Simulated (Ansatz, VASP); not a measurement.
# LiCaF3 in two plane-wave programs

One calculation is typed for both programs; each brings its own data sets. How far apart do they land? The cell is taken from a series of runs on this material, whose earlier steps may have relaxed, scaled, displaced or heated it; both programs get it as it stands.

Calculated with Ansatz 0.2.0; plane waves, with VASP 6.6.1 beside it; dielectric response at r2SCAN.

## (1) Starting point

It takes space group Pm-3m (No. 221, cubic). The conventional cell has a = 3.761 Å, b = 3.761 Å, c = 3.761 Å, α = 90.00°, β = 90.00°, γ = 90.00°. Nearest to Ca lie 12 F at 2.66 Å. F has 2 Li at 1.88 Å and 4 Ca at 2.66 Å nearest. Nearest to Li lie 6 F at 1.88 Å. Farther neighbours and most contacts between anions are not listed.

As a file:

```cif
data_structure
_symmetry_space_group_name_H-M 'P 1'
_symmetry_Int_Tables_number 1
_cell_length_a 3.7612
_cell_length_b 3.7612
_cell_length_c 3.7612
_cell_angle_alpha 90.000
_cell_angle_beta 90.000
_cell_angle_gamma 90.000
_cell_volume 53.21
loop_
_atom_site_label
_atom_site_type_symbol
_atom_site_fract_x
_atom_site_fract_y
_atom_site_fract_z
_atom_site_occupancy
Ca1 Ca 0.00000 0.00000 0.00000 1
F2 F 0.50000 0.00000 0.50000 1
F3 F 0.50000 0.50000 0.00000 1
F4 F 0.00000 0.50000 0.50000 1
Li5 Li 0.50000 0.50000 0.50000 1
```

## (2) VASP: dielectric response, r2SCAN

The response to a field tests empty states and converges slowly with the mesh.

Lines of VASP's logs that name or quote its potential files are left out, and so is its time.

Input file INCAR:

```
SYSTEM = LiCaF3
PREC = Accurate
ENCUT = 720
EDIFF = 1E-08
NELM = 120
ISMEAR = 0
SIGMA = 0.01
LREAL = .FALSE.
ALGO = Normal
METAGGA = R2SCAN
LASPH = .TRUE.
NBANDS = 23
LORBIT = 11
LWAVE = .FALSE.
LCHARG = .FALSE.
ISIF = 2
LCALCEPS = .TRUE.
LPEAD = .TRUE.
GGA_COMPAT = .FALSE.
EFERMI = MIDGAP
LMIXTAU = .TRUE.
KPAR = 2
```

Input file POSCAR:

```
LiCaF3
1.0
    3.7612440000      0.0000000000      0.0000000000
    0.0000000000      3.7612440000      0.0000000000
    0.0000000000      0.0000000000      3.7612440000
Ca F Li
1 3 1
Direct
    0.0000000000      0.0000000000      0.0000000000
    0.5000000000      0.0000000000      0.5000000000
    0.5000000000      0.5000000000      0.0000000000
    0.0000000000      0.5000000000      0.5000000000
    0.5000000000      0.5000000000      0.5000000000
```

Input file KPOINTS:

```
Automatic mesh
0
Gamma
6 6 6
0 0 0
```

Potentials, in the order of the species: Ca_sv, F and Li_sv (PBE family, release 64).

Run with:

```sh
> mpirun -np 2 vasp_std
```

Numbers of over 12 decimals in the logs are rounded to 6 here.

The log of the run:

```text
[banner, memory and clock lines left out]
running    2 mpi-ranks, on    1 nodes
 distrk:  each k-point on    1 cores,    2 groups
 distr:  one band on    1 cores,    1 groups

 POSCAR found type information on POSCAR CaF Li
 POSCAR found :  3 types and       5 ions
|                                                                             |
|               ----> ADVICE to this user running VASP <----                  |
|                                                                             |
|     You enforced a specific xc type in the INCAR file but a different       |
|     [... a line on the potential file left out ...]
|     I HOPE YOU KNOW WHAT YOU ARE DOING!                                     |
|                                                                             |

 LDA part: xc-table for (None), standard interpolation
 POSCAR, INCAR and KPOINTS ok, starting setup
 FFT: planning ... GRIDC
 FFT: planning ... GRID_SOFT
 FFT: planning ... GRID
 WAVECAR not read
 entering main loop
       N       E                     dE             d eps       ncg     rms          rms(c)
DAV:   1     0.367060262708E+03    0.36706E+03   -0.23161E+04   920   0.205E+03
DAV:   2    -0.239270318637E+02   -0.39099E+03   -0.37809E+03  1171   0.486E+02
DAV:   3    -0.455447233072E+02   -0.21618E+02   -0.21535E+02  1141   0.117E+02
DAV:   4    -0.481902462780E+02   -0.26455E+01   -0.26419E+01  1737   0.217E+01
DAV:   5    -0.482090580587E+02   -0.18812E-01   -0.18812E-01  1070   0.246E+00    0.845E+00
DAV:   6    -0.390899492784E+02    0.91191E+01   -0.43454E+00  1137   0.164E+01    0.353E+00
DAV:   7    -0.370836637572E+02    0.20063E+01   -0.17043E+00  1140   0.139E+01    0.225E+00
DAV:   8    -0.417957440666E+02   -0.47121E+01   -0.13140E+00  1104   0.129E+01    0.607E-01
DAV:   9    -0.362917782062E+02    0.55040E+01   -0.73293E-01  1139   0.763E+00    0.942E-01
DAV:  10    -0.368997324712E+02   -0.60795E+00   -0.62637E-01   920   0.761E+00    0.283E-01
DAV:  11    -0.368978901404E+02    0.18423E-02   -0.14857E-02  1425   0.933E-01    0.340E-01
DAV:  12    -0.367396753791E+02    0.15821E+00   -0.15416E-02   927   0.165E+00    0.367E-01
DAV:  13    -0.370804590167E+02   -0.34078E+00   -0.12242E-01   934   0.457E+00    0.523E-01
DAV:  14    -0.370837643876E+02   -0.33054E-02   -0.38574E-03  1306   0.762E-01    0.605E-01
[...]
DAV:  34    -0.370822295353E+02    0.22574E-05   -0.14096E-09   509   0.360E-04    0.263E-05
DAV:  35    -0.370822295460E+02   -0.10664E-07   -0.41382E-10   509   0.161E-04    0.202E-05
DAV:  36    -0.370822294464E+02    0.99663E-07   -0.23743E-10   502   0.132E-04    0.892E-06
DAV:  37    -0.370822294851E+02   -0.38747E-07   -0.10533E-10   488   0.806E-05    0.577E-06
DAV:  38    -0.370822295329E+02   -0.47795E-07   -0.38519E-11   502   0.448E-05    0.385E-06
DAV:  39    -0.370822295557E+02   -0.22814E-07   -0.36807E-11   467   0.303E-05    0.245E-06
DAV:  40    -0.370822295401E+02    0.15629E-07   -0.15547E-11   481   0.228E-05    0.108E-06
DAV:  41    -0.370822295352E+02    0.48462E-08   -0.11745E-11   481   0.165E-05
[...]
p_tot=( -0.357E+02 -0.357E+02 -0.282E+02 )
dp_tot=(  0.412E-02 -0.578E-11  0.506E-11 )  diag[e(oo)]=(  2.40265    ---      ---   )
DMP:   5    -0.370446347671E+02   -0.10236E-05   -0.12067E-05   920   0.227E-05   0.144E-05
 p_tot=( -0.357E+02 -0.357E+02 -0.282E+02 )
dp_tot=(  0.383E-02 -0.339E-11  0.481E-11 )  diag[e(oo)]=(  2.30122    ---      ---   )
DMP:   6    -0.370446354968E+02   -0.72970E-06   -0.40002E-06   920   0.661E-06   0.652E-06
 p_tot=( -0.357E+02 -0.357E+02 -0.282E+02 )
dp_tot=(  0.362E-02 -0.396E-11  0.463E-11 )  diag[e(oo)]=(  2.23176    ---      ---   )
DMP:   7    -0.370446356767E+02   -0.17991E-06   -0.15721E-06   920   0.441E-06  -0.929E-07
 p_tot=( -0.357E+02 -0.357E+02 -0.282E+02 )
dp_tot=(  0.360E-02 -0.632E-11  0.497E-11 )  diag[e(oo)]=(  2.22308    ---      ---   )
DMP:   8    -0.370446357592E+02   -0.82512E-07   -0.12163E-06   920   0.296E-06   0.150E-07
 p_tot=( -0.357E+02 -0.357E+02 -0.282E+02 )
dp_tot=(  0.368E-02 -0.623E-11  0.521E-11 )  diag[e(oo)]=(  2.24982    ---      ---   )
DMP:   9    -0.370446358367E+02   -0.77498E-07   -0.75405E-07   920   0.150E-06   0.732E-07
 p_tot=( -0.357E+02 -0.357E+02 -0.282E+02 )
dp_tot=(  0.376E-02 -0.615E-11  0.496E-11 )  diag[e(oo)]=(  2.27857    ---      ---   )
DMP:  10    -0.370446358864E+02   -0.49641E-07   -0.43332E-07   920   0.811E-07   0.524E-07
 p_tot=( -0.357E+02 -0.357E+02 -0.282E+02 )
dp_tot=(  0.380E-02 -0.701E-11  0.495E-11 )  diag[e(oo)]=(  2.29218    ---      ---   )
DMP:  11    -0.370446359161E+02   -0.29719E-07   -0.26103E-07   920   0.459E-07   0.373E-07
 p_tot=( -0.357E+02 -0.357E+02 -0.282E+02 )
dp_tot=(  0.380E-02 -0.736E-11  0.517E-11 )  diag[e(oo)]=(  2.29155    ---      ---   )
DMP:  12    -0.370446359344E+02   -0.18342E-07   -0.15937E-07   920   0.260E-07   0.267E-07
 p_tot=( -0.357E+02 -0.357E+02 -0.282E+02 )
dp_tot=(  0.378E-02 -0.729E-11  0.519E-11 )  diag[e(oo)]=(  2.28536    ---      ---   )
DMP:  13    -0.370446359455E+02   -0.11112E-07   -0.95345E-08   920   0.142E-07   0.185E-07
 p_tot=( -0.357E+02 -0.357E+02 -0.282E+02 )
dp_tot=(  0.377E-02 -0.748E-11  0.516E-11 )  diag[e(oo)]=(  2.28042    ---      ---   )
DMP:  14    -0.370446359519E+02   -0.63901E-08   -0.52401E-08   920   0.726E-08   0.112E-07
[...]
DMP:   3    -0.371198583094E+02   -0.37545E-05   -0.12982E-05   920   0.366E-05  -0.802E-06
 p_tot=( -0.357E+02 -0.282E+02 -0.282E+02 )
dp_tot=( -0.171E-07  0.416E-02  0.910E-09 )  diag[e(oo)]=(    ---    2.41614    ---   )
DMP:   4    -0.371198586220E+02   -0.31259E-06   -0.14814E-05   920   0.456E-05  -0.165E-05
 p_tot=( -0.357E+02 -0.282E+02 -0.282E+02 )
dp_tot=( -0.135E-07  0.412E-02  0.109E-08 )  diag[e(oo)]=(    ---    2.40265    ---   )
DMP:   5    -0.371198596457E+02   -0.10238E-05   -0.12067E-05   920   0.227E-05   0.144E-05
 p_tot=( -0.357E+02 -0.282E+02 -0.282E+02 )
dp_tot=( -0.102E-07  0.383E-02  0.108E-08 )  diag[e(oo)]=(    ---    2.30122    ---   )
DMP:   6    -0.371198603756E+02   -0.72985E-06   -0.40003E-06   920   0.661E-06   0.652E-06
 p_tot=( -0.357E+02 -0.282E+02 -0.282E+02 )
dp_tot=( -0.916E-08  0.362E-02  0.992E-09 )  diag[e(oo)]=(    ---    2.23176    ---   )
DMP:   7    -0.371198605557E+02   -0.18011E-06   -0.15721E-06   920   0.441E-06  -0.929E-07
 p_tot=( -0.357E+02 -0.282E+02 -0.282E+02 )
dp_tot=( -0.102E-07  0.360E-02  0.890E-09 )  diag[e(oo)]=(    ---    2.22309    ---   )
DMP:   8    -0.371198606385E+02   -0.82811E-07   -0.12163E-06   920   0.296E-06   0.150E-07
 p_tot=( -0.357E+02 -0.282E+02 -0.282E+02 )
dp_tot=( -0.119E-07  0.368E-02  0.810E-09 )  diag[e(oo)]=(    ---    2.24982    ---   )
DMP:   9    -0.371198607160E+02   -0.77435E-07   -0.75406E-07   920   0.150E-06   0.732E-07
 p_tot=( -0.357E+02 -0.282E+02 -0.282E+02 )
dp_tot=( -0.130E-07  0.376E-02  0.778E-09 )  diag[e(oo)]=(    ---    2.27857    ---   )
DMP:  10    -0.371198607658E+02   -0.49848E-07   -0.43333E-07   920   0.811E-07   0.524E-07
 p_tot=( -0.357E+02 -0.282E+02 -0.282E+02 )
dp_tot=( -0.132E-07  0.380E-02  0.789E-09 )  diag[e(oo)]=(    ---    2.29218    ---   )
DMP:  11    -0.371198607958E+02   -0.29954E-07   -0.26103E-07   920   0.459E-07   0.373E-07
 p_tot=( -0.357E+02 -0.282E+02 -0.282E+02 )
dp_tot=( -0.128E-07  0.380E-02  0.822E-09 )  diag[e(oo)]=(    ---    2.29155    ---   )
DMP:  12    -0.371198608142E+02   -0.18494E-07   -0.15937E-07   920   0.260E-07   0.267E-07
 p_tot=( -0.357E+02 -0.282E+02 -0.282E+02 )
dp_tot=( -0.123E-07  0.378E-02  0.852E-09 )  diag[e(oo)]=(    ---    2.28536    ---   )
DMP:  13    -0.371198608253E+02   -0.11080E-07   -0.95345E-08   920   0.142E-07   0.185E-07
 p_tot=( -0.357E+02 -0.282E+02 -0.282E+02 )
dp_tot=( -0.120E-07  0.377E-02  0.865E-09 )  diag[e(oo)]=(    ---    2.28042    ---   )
DMP:  14    -0.371198608319E+02   -0.65720E-08   -0.52401E-08   920   0.726E-08   0.112E-07
 final diagonalization full
 p_tot=( -0.357E+02 -0.282E+02 -0.282E+02 )
dp_tot=( -0.120E-07  0.376E-02  0.861E-09 )  diag[e(oo)]=(    ---    2.27871    ---   )
       N       E                     dE             d eps       ncg     rms          rms(c)
SDA:   1    -0.370822295336E+02    0.37631E-01   -0.22759E-10   920   0.569E-10   0.000E+00
DMP:   2    -0.370822295346E+02   -0.10336E-08   -0.42738E-11   920   0.196E-10  -0.234E-10
 final diagonalization occupied
 p_tot=( -0.357E+02 -0.357E+02 -0.282E+02 )
       N       E                     dE             d eps       ncg     rms          rms(c)
 p_tot=( -0.357E+02 -0.357E+02 -0.282E+02 )
dp_tot=(  0.000E+00  0.000E+00  0.000E+00 )  diag[e(oo)]=(    ---      ---    1.00000 )
SDA:   1    -0.371198419746E+02   -0.37612E-01   -0.17771E-04   920   0.444E-04   0.000E+00
 p_tot=( -0.357E+02 -0.357E+02 -0.282E+02 )
dp_tot=(  0.874E-10 -0.246E-08  0.178E-02 )  diag[e(oo)]=(    ---      ---    1.60432 )
DMP:   2    -0.371198545533E+02   -0.12579E-04   -0.78429E-05   920   0.100E-04   0.185E-04
 p_tot=( -0.357E+02 -0.357E+02 -0.282E+02 )
dp_tot=(  0.921E-11 -0.432E-08  0.344E-02 )  diag[e(oo)]=(    ---      ---    2.16968 )
DMP:   3    -0.371198583079E+02   -0.37545E-05   -0.12982E-05   920   0.366E-05  -0.802E-06
 p_tot=( -0.357E+02 -0.357E+02 -0.282E+02 )
dp_tot=( -0.264E-09 -0.434E-08  0.416E-02 )  diag[e(oo)]=(    ---      ---    2.41614 )
DMP:   4    -0.371198586207E+02   -0.31287E-06   -0.14814E-05   920   0.456E-05  -0.165E-05
 p_tot=( -0.357E+02 -0.357E+02 -0.282E+02 )
dp_tot=( -0.531E-09 -0.330E-08  0.412E-02 )  diag[e(oo)]=(    ---      ---    2.40265 )
DMP:   5    -0.371198596446E+02   -0.10239E-05   -0.12067E-05   920   0.227E-05   0.144E-05
 p_tot=( -0.357E+02 -0.357E+02 -0.282E+02 )
dp_tot=( -0.667E-09 -0.241E-08  0.383E-02 )  diag[e(oo)]=(    ---      ---    2.30122 )
DMP:   6    -0.371198603746E+02   -0.73002E-06   -0.40003E-06   920   0.661E-06   0.652E-06
 p_tot=( -0.357E+02 -0.357E+02 -0.282E+02 )
dp_tot=( -0.672E-09 -0.217E-08  0.362E-02 )  diag[e(oo)]=(    ---      ---    2.23176 )
DMP:   7    -0.371198605550E+02   -0.18044E-06   -0.15721E-06   920   0.441E-06  -0.929E-07
 p_tot=( -0.357E+02 -0.357E+02 -0.282E+02 )
dp_tot=( -0.583E-09 -0.247E-08  0.360E-02 )  diag[e(oo)]=(    ---      ---    2.22309 )
DMP:   8    -0.371198606378E+02   -0.82795E-07   -0.12163E-06   920   0.296E-06   0.150E-07
 p_tot=( -0.357E+02 -0.357E+02 -0.282E+02 )
dp_tot=( -0.478E-09 -0.295E-08  0.368E-02 )  diag[e(oo)]=(    ---      ---    2.24982 )
DMP:   9    -0.371198607155E+02   -0.77657E-07   -0.75406E-07   920   0.150E-06   0.732E-07
 p_tot=( -0.357E+02 -0.357E+02 -0.282E+02 )
dp_tot=( -0.425E-09 -0.325E-08  0.376E-02 )  diag[e(oo)]=(    ---      ---    2.27857 )
DMP:  10    -0.371198607655E+02   -0.50033E-07   -0.43332E-07   920   0.811E-07   0.524E-07
 p_tot=( -0.357E+02 -0.357E+02 -0.282E+02 )
dp_tot=( -0.430E-09 -0.329E-08  0.380E-02 )  diag[e(oo)]=(    ---      ---    2.29218 )
DMP:  11    -0.371198607956E+02   -0.30062E-07   -0.26103E-07   920   0.459E-07   0.373E-07
 p_tot=( -0.357E+02 -0.357E+02 -0.282E+02 )
dp_tot=( -0.464E-09 -0.318E-08  0.380E-02 )  diag[e(oo)]=(    ---      ---    2.29156 )
DMP:  12    -0.371198608140E+02   -0.18415E-07   -0.15937E-07   920   0.260E-07   0.267E-07
 p_tot=( -0.357E+02 -0.357E+02 -0.282E+02 )
dp_tot=( -0.498E-09 -0.304E-08  0.378E-02 )  diag[e(oo)]=(    ---      ---    2.28536 )
DMP:  13    -0.371198608252E+02   -0.11223E-07   -0.95345E-08   920   0.142E-07   0.185E-07
 p_tot=( -0.357E+02 -0.357E+02 -0.282E+02 )
dp_tot=( -0.510E-09 -0.297E-08  0.377E-02 )  diag[e(oo)]=(    ---      ---    2.28043 )
DMP:  14    -0.371198608317E+02   -0.64842E-08   -0.52401E-08   920   0.726E-08   0.112E-07
 final diagonalization full
 p_tot=( -0.357E+02 -0.357E+02 -0.282E+02 )
dp_tot=( -0.505E-09 -0.297E-08  0.376E-02 )  diag[e(oo)]=(    ---      ---    2.27871 )
   1 F= -.37119861E+02 E0= -.37119861E+02  d E =0.000000E+00
```

From OUTCAR (step 2):

```text
ion  position               nearest neighbor table
   1  0.000  0.000  0.000-
   2  0.500  0.000  0.500-   5 1.88   5 1.88
   3  0.500  0.500  0.000-   5 1.88   5 1.88
   4  0.000  0.500  0.500-   5 1.88   5 1.88
   5  0.500  0.500  0.500-   2 1.88   3 1.88   4 1.88   3 1.88   2 1.88   4 1.88

  LATTYP: Found a simple cubic cell.
 ALAT       =     3.7612440000

 Subroutine GETGRP returns: Found 48 space group operations
 (whereof 48 operations were pure point group operations)

The static configuration has the point symmetry O_h .

 Found     20 irreducible k-points:

   k-points           NKPTS =     20   k-points in BZ     NKDIM =     20   number of bands    NBANDS=     23

   dimension x,y,z NGX =    36 NGY =   36 NGZ =   36
   dimension x,y,z NGXF=    72 NGYF=   72 NGZF=   72

   ENCUT  =  720.0 eV  52.92 Ry    7.27 a.u.   8.23  8.23  8.23*2*pi/ulx,y,z

   NELECT =      34.0000    total number of electrons

 k-points in reciprocal lattice and weights: Automatic mesh
   0.00000000  0.00000000  0.00000000       0.005
   0.16666667  0.00000000  0.00000000       0.028
   0.33333333  0.00000000  0.00000000       0.028
   0.50000000  0.00000000  0.00000000       0.014
   0.16666667  0.16666667  0.00000000       0.056
   0.33333333  0.16666667  0.00000000       0.111
   0.50000000  0.16666667  0.00000000       0.056
   0.33333333  0.33333333  0.00000000       0.056
   0.50000000  0.33333333  0.00000000       0.056
[...]
0.50000000  0.50000000  0.33333333       0.028
   0.50000000  0.50000000  0.50000000       0.005

 average (electrostatic) potential at core
       1 -50.6672       2 -80.3595       3 -80.3595       4 -80.3595       5 -63.5197

            Ionic dipole moment: p[ion]=(   -31.97057   -31.97057   -31.97057 ) |e| Angst

 Total electronic dipole moment: p[elc]=(    -3.76124    -3.76124     3.76500 ) |e| Angst

 MACROSCOPIC STATIC DIELECTRIC TENSOR (including local field effects)
 ------------------------------------------------------
           2.278712     0.000000     0.000000
           0.000000     2.278712    -0.000000
          -0.000000    -0.000000     2.278712
 ------------------------------------------------------

 PIEZOELECTRIC TENSOR (including local field effects) (C/m^2)
          XX          YY          ZZ          XY          YZ          ZX
  --------------------------------------------------------------------------------
  x     0.00000     0.00000     0.00000     0.00000     0.00000     0.00000
  y     0.00000     0.00000     0.00000     0.00000     0.00000     0.00000
  z     0.00000     0.00000     0.00000     0.00000     0.00000     0.00000

 BORN EFFECTIVE CHARGES (including local field effects) (in |e|, cummulative output)
 ---------------------------------------------------------------------------------
 ion    1
    1     2.46168     0.00000     0.00000
    2     0.00000     2.46168    -0.00000
    3    -0.00000    -0.00000     2.46168
 ion    2
    1    -1.18282    -0.00000    -0.00000
    2    -0.00000    -1.07685    -0.00000
    3     0.00000    -0.00000    -1.18282
 ion    3
    1    -1.18282    -0.00000    -0.00000
    2    -0.00000    -1.18282     0.00000
    3     0.00000    -0.00000    -1.07685
 ion    4
    1    -1.07685     0.00000    -0.00000
    2     0.00000    -1.18282     0.00000
    3     0.00000    -0.00000    -1.18282
 ion    5
    1     0.98081     0.00000     0.00000
    2    -0.00000     0.98081     0.00000
    3     0.00000    -0.00000     0.98081

  Total       -1.5469028     -1.5469028     -1.5469028      0.0000000     -0.0000000     -0.0000000
  in kB      -46.5778116    -46.5778116    -46.5778116      0.0000000     -0.0000000     -0.0000000
  external PRESSURE =     -46.5778116 kB  Pullay stress =       0.0000000 kB

  energy-cutoff  :      720.00
  volume of cell :       53.21
      direct lattice vectors                 reciprocal lattice vectors
     3.761244000  0.000000000  0.000000000     0.265869484  0.000000000  0.000000000
     0.000000000  3.761244000  0.000000000     0.000000000  0.265869484  0.000000000
     0.000000000  0.000000000  3.761244000     0.000000000  0.000000000  0.265869484

 POSITION                                       TOTAL-FORCE (eV/Angst)
 -----------------------------------------------------------------------------------
      0.00000      0.00000      0.00000         0.000000      0.000000      0.000000
      1.88062      0.00000      1.88062         0.000000      0.000000      0.000000
      1.88062      1.88062      0.00000         0.000000      0.000000      0.000000
      0.00000      1.88062      1.88062         0.000000      0.000000      0.000000
      1.88062      1.88062      1.88062         0.000000      0.000000      0.000000
 -----------------------------------------------------------------------------------
    total drift:                                0.000000      0.000000      0.000000
```

[end of part 1 of 2]

[Lines on the potential files, build, host, timing and source positions are cut from VASP's logs without a mark.]

[Logs are printed without paths, hosts, clocks, repeated set-up lines and the standing remarks that a program may print on its own settings, such as how far it seeks lower states.]

[Hosts, paths, dates, database ids (printed as entryN), source tags and the programs' standing remarks are cut or masked in the printed files.]
